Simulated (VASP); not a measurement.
Output of a VASP run:

**OUTCAR**
```
 ion  position               nearest neighbor table
   1  0.808  0.750  0.436-   8 2.48   6 2.50   6 2.50   7 2.55   7 2.55   5 2.56   2 2.86   2 2.86
  LATTYP: Found a simple orthorhombic cell.
 ALAT       =     3.3018150000
 B/A-ratio  =     1.7221782565
 C/A-ratio  =     1.9604363055
 Subroutine PRICEL returns:
 Original cell was already a primitive cell.
 Subroutine GETGRP returns: Found  8 space group operations
The static configuration has the point symmetry S_2 .
 The point group associated with its full space group is D_2h.
The dynamic configuration has the point symmetry S_2 .
 Subroutine INISYM returns: Found  8 space group operations
 Subroutine IBZKPT returns following result:
 Found     16 irreducible k-points:

 Following reciprocal coordinates:
            Coordinates               Weight
  0.000000  0.000000  0.000000      1.000000
  0.333333  0.000000  0.000000      2.000000
  0.000000  0.166667  0.000000      2.000000
  0.333333  0.166667  0.000000      4.000000
  0.000000  0.333333  0.000000      2.000000
  0.333333  0.333333  0.000000      4.000000
  0.000000  0.500000  0.000000      1.000000
  0.333333  0.500000  0.000000      2.000000
  0.000000  0.000000  0.333333      2.000000
  0.333333  0.000000  0.333333      4.000000
  0.000000  0.166667  0.333333      4.000000
  0.333333  0.166667  0.333333      8.000000
  0.000000  0.333333  0.333333      4.000000
  0.333333  0.333333  0.333333      8.000000
  0.000000  0.500000  0.333333      2.000000
  0.333333  0.500000  0.333333      4.000000
   k-points           NKPTS =     16   k-points in BZ     NKDIM =     16   number of bands    NBANDS=     69
   number of dos      NEDOS =    301   number of ions     NIONS =      8
   total plane-waves  NPLWV =  25600
   dimension x,y,z NGX =    32 NGY =   20 NGZ =   40
   dimension x,y,z NGXF=    64 NGYF=   40 NGZF=   80
   ions per type =               4   4
   PREC   = accura    normal or accurate (medium, high low for compatibility)
   ISTART =      0    job   : 0-new  1-cont  2-samecut
   ICHARG =      2    charge: 1-file 2-atom 10-const
   ISPIN  =      1    spin polarized calculation?
   LNONCOLLINEAR =      F non collinear calculations
   LSORBIT =      F    spin-orbit coupling
   INIWAV =      1    electr: 0-lowe 1-rand  2-diag
   ENCUT  =  300.0 eV  22.05 Ry    4.70 a.u.   8.03  4.66  9.14*2*pi/ulx,y,z
   NELM   =    100;   NELMIN=  2; NELMDL= -5     # of ELM steps
   EDIFF  = 0.1E-05   stopping-criterion for ELM
   LREAL  =      F    real-space projection
   NLSPLINE    = F    spline interpolate recip. space projectors
   LMAXMIX     =    4 max onsite mixed and CHGCAR
   VOSKOWN=      0    Vosko Wilk Nusair interpolation
   EDIFFG = -.1E-01   stopping-criterion for IOM
   NSW    =     50    number of steps for IOM
   NBLOCK =      1;   KBLOCK =     50    inner block; outer block
   IBRION =      2    ionic relax: 0-MD 1-quasi-New 2-CG
   NFREE  =      1    steps in history (QN), initial steepest desc. (CG)
   ISIF   =      3    stress and relaxation
   ISYM   =      2    0-nonsym 1-usesym 2-fastsym
   TEIN   =    0.0    initial temperature
   TEBEG  =    0.0;   TEEND  =   0.0 temperature during run
   SMASS  =  -3.00    Nose mass-parameter (am)
   PSTRESS=    0.0 pullay stress
   NELECT =     116.0000    total number of electrons
   EFERMI =   0.00;   METHOD = LEGACY
   ISMEAR =     0;   SIGMA  =   0.10  broadening in eV -4-tet -1-fermi 0-gaus
   IALGO  =     38    algorithm
   LDIAG  =      T    sub-space diagonalisation (order eigenvalues)
   IMIX   =      4    mixing-type and parameters
     AMIX     =   0.40;   BMIX     =  1.00
     AMIX_MAG =   1.60;   BMIX_MAG =  1.00
     AMIN     =   0.10
   GGA     = PS    functional components
   VOSKOWN =     0    Vosko Wilk Nusair interpolation
   LHFCALC =     F    Hartree Fock is set to
   LHFONE  =     F    Hartree Fock one center treatment
   AEXX    =    0.0000 exact exchange contribution
   IVDW    =     0    specifies the selected vdW correction
...
```

**OSZICAR**
```
...
DAV:   4    -0.570053699889E+02    0.24110E-03   -0.56943E-04  2962   0.175E-01    0.206E-02
DAV:   5    -0.570053720303E+02   -0.20414E-05   -0.10829E-04  2463   0.815E-02    0.127E-02
DAV:   6    -0.570053691950E+02    0.28353E-05   -0.61805E-06  2325   0.224E-02    0.418E-03
DAV:   7    -0.570053688498E+02    0.34511E-06   -0.12713E-06  1217   0.769E-03
  15 F= -.57005369E+02 E0= -.56991759E+02  d E =-.723539E-03
       N       E                     dE             d eps       ncg     rms          rms(c)
DAV:   1    -0.570059804092E+02   -0.61121E-03   -0.53772E-02  2532   0.150E+00    0.183E-01
DAV:   2    -0.570056608948E+02    0.31951E-03   -0.40939E-03  2335   0.474E-01    0.935E-02
DAV:   3    -0.570055160289E+02    0.14487E-03   -0.39308E-04  2523   0.151E-01    0.482E-02
DAV:   4    -0.570054599703E+02    0.56059E-04   -0.13090E-04  2920   0.843E-02    0.987E-03
DAV:   5    -0.570054600844E+02   -0.11412E-06   -0.25202E-05  2478   0.394E-02    0.611E-03
DAV:   6    -0.570054590675E+02    0.10168E-05   -0.11896E-06  1196   0.108E-02    0.197E-03
DAV:   7    -0.570054588762E+02    0.19136E-06   -0.49169E-07  1134   0.458E-03
  16 F= -.57005459E+02 E0= -.56991794E+02  d E =-.813565E-03
       N       E                     dE             d eps       ncg     rms          rms(c)
DAV:   1    -0.570106195273E+02   -0.51605E-02   -0.14298E-01  3116   0.284E+00    0.559E-01
DAV:   2    -0.570068274517E+02    0.37921E-02   -0.26366E-02  2271   0.966E-01    0.222E-01
DAV:   3    -0.570057510857E+02    0.10764E-02   -0.30983E-03  2352   0.415E-01    0.920E-02
DAV:   4    -0.570055594739E+02    0.19161E-03   -0.70104E-04  2717   0.181E-01    0.286E-02
DAV:   5    -0.570055545346E+02    0.49393E-05   -0.67686E-05  2599   0.723E-02    0.202E-02
DAV:   6    -0.570055552382E+02   -0.70363E-06   -0.11648E-05  2262   0.251E-02    0.510E-03
DAV:   7    -0.570055551730E+02    0.65207E-07   -0.66213E-07  1247   0.552E-03
  17 F= -.57005555E+02 E0= -.56991896E+02  d E =-.962968E-04
       N       E                     dE             d eps       ncg     rms          rms(c)
DAV:   1    -0.570060655022E+02   -0.51026E-03   -0.13541E-02  3116   0.876E-01    0.171E-01
DAV:   2    -0.570057145138E+02    0.35099E-03   -0.25024E-03  2271   0.298E-01    0.685E-02
DAV:   3    -0.570056079563E+02    0.10656E-03   -0.29496E-04  2352   0.128E-01    0.284E-02
DAV:   4    -0.570055875748E+02    0.20382E-04   -0.66583E-05  2717   0.558E-02    0.871E-03
DAV:   5    -0.570055859940E+02    0.15808E-05   -0.62768E-06  2255   0.222E-02    0.622E-03
DAV:   6    -0.570055845134E+02    0.14806E-05   -0.10764E-06  1194   0.819E-03    0.137E-03
DAV:   7    -0.570055844408E+02    0.72556E-07   -0.12523E-07  1119   0.257E-03
  18 F= -.57005584E+02 E0= -.56991925E+02  d E =-.125565E-03
       N       E                     dE             d eps       ncg     rms          rms(c)
DAV:   1    -0.570057499284E+02   -0.16542E-03   -0.35656E-02  2643   0.147E+00    0.126E-01
DAV:   2    -0.570057410714E+02    0.88570E-05   -0.30881E-03  2504   0.385E-01    0.618E-02
DAV:   3    -0.570056755905E+02    0.65481E-04   -0.15361E-04  2602   0.939E-02    0.345E-02
DAV:   4    -0.570056492992E+02    0.26291E-04   -0.70583E-05  2861   0.578E-02    0.891E-03
DAV:   5    -0.570056489952E+02    0.30405E-06   -0.14192E-05  2379   0.291E-02    0.483E-03
DAV:   6    -0.570056482941E+02    0.70106E-06   -0.62604E-07  1164   0.717E-03
  19 F= -.57005648E+02 E0= -.56991972E+02  d E =-.638533E-04
```

### OUTCAR
```
------------------------ aborting loop because EDIFF is reached ----------------------------------------
  FORCE on cell =-STRESS in cart. coord.  units (eV):
  Direction    XX          YY          ZZ          XY          YZ          ZX
  --------------------------------------------------------------------------------------
  Total        0.0250822      0.0552299     -0.0003764      0.0000000      0.0000000      0.0000000
  in kB        0.3387772      0.7459730     -0.0050837      0.0000000      0.0000000      0.0000000
  external PRESSURE =       0.3598888 kB  Pullay stress =       0.0000000 kB
  volume of cell :      118.62
      direct lattice vectors                 reciprocal lattice vectors
     5.603302831 -0.000000000  0.000000000     0.178466171  0.000000000  0.000000000
    -0.000000000  3.339538419  0.000000000     0.000000000  0.299442580  0.000000000
     0.000000000  0.000000000  6.339157629     0.000000000  0.000000000  0.157749666
 POSITION                                       TOTAL-FORCE (eV/Angst)
 -----------------------------------------------------------------------------------
      4.54242      2.50465      2.73441        -0.002537      0.000000      0.000367
      1.06088      0.83488      3.60475         0.002537     -0.000000     -0.000367
      3.86253      0.83488      5.90398         0.002537     -0.000000      0.000367
      1.74077      2.50465      0.43517        -0.002537      0.000000     -0.000367
      5.57235      2.50465      5.06336         0.001366     -0.000000     -0.002472
      0.03095      0.83488      1.27580        -0.001366      0.000000      0.002472
      2.83260      0.83488      1.89378        -0.001366      0.000000     -0.002472
      2.77070      2.50465      4.44538         0.001366     -0.000000      0.002472
 -----------------------------------------------------------------------------------
    total drift:                               -0.000000      0.000000      0.000000
  FREE ENERGIE OF THE ION-ELECTRON SYSTEM (eV)
  ---------------------------------------------------
  free  energy   TOTEN  =       -57.0056482941 eV

  energy  without entropy=      -56.9782954915  energy(sigma->0) =      -56.99197189

 reached required accuracy - stopping structural energy minimisation
```
(Selected blocks of OUTCAR.)

### POSCAR
```
GeRh
1
    5.6863140000     0.0000000000     0.0000000000
    0.0000000000     3.3018150000     0.0000000000
    0.0000000000     0.0000000000     6.4729980000
Ge Rh
4 4
Direct
  0.8082600000   0.7500000000   0.4364300000
  0.1917400000   0.2500000000   0.5635700000
  0.6917400000   0.2500000000   0.9364300000
  0.3082600000   0.7500000000   0.0635700000
  0.9954400000   0.7500000000   0.7966200000
  0.0045600000   0.2500000000   0.2033800000
  0.5045600000   0.2500000000   0.2966200000
  0.4954400000   0.7500000000   0.7033800000
```

Problem. Write an INCAR and KPOINTS that could have produced this output.

Solution. Several could match; the one computed here: the input of the run itself, PBEsol GGA, plane waves, VASP's PBE PAW potentials (set 64).

**INCAR**
```
ALGO = Normal
EDIFF = 1E-6
EDIFFG = -0.01
ENCUT = 300
GGA = PS
IBRION = 2
ISIF = 3
ISMEAR = 0
LASPH = .True.
LCHARG = .False.
LMAXMIX = 4
LREAL = .False.
LWAVE = .False.
NELM = 100
NSW = 50
PREC = Accurate
SIGMA = 0.1
SYSTEM = GeRh
```

### KPOINTS
```
K-points
0
Gamma
 3 6 3
```

POTCAR, in this order: Ge_d Rh_pv (PBE.64 set). Program: vasp_std.

At this cut-off the stress carries a Pulay error, which pulls relaxed volumes low. Energy and stress use the plane-wave basis of the starting cell.

The structure comes from a computed database's GeRh entry; how it stands against other phases isn't given here. This run relaxes it. Symmetry was kept, so distortions that lower it aren't found. The k-mesh is coarse (spacing up to 0.37 per Å, 2π included), so the numbers may not be converged in it. The run is one of a series of settings (EDIFFG = -0.01, IBRION = 2, ISIF = 3, NSW = 50 against the base run), some of them coarse on purpose.
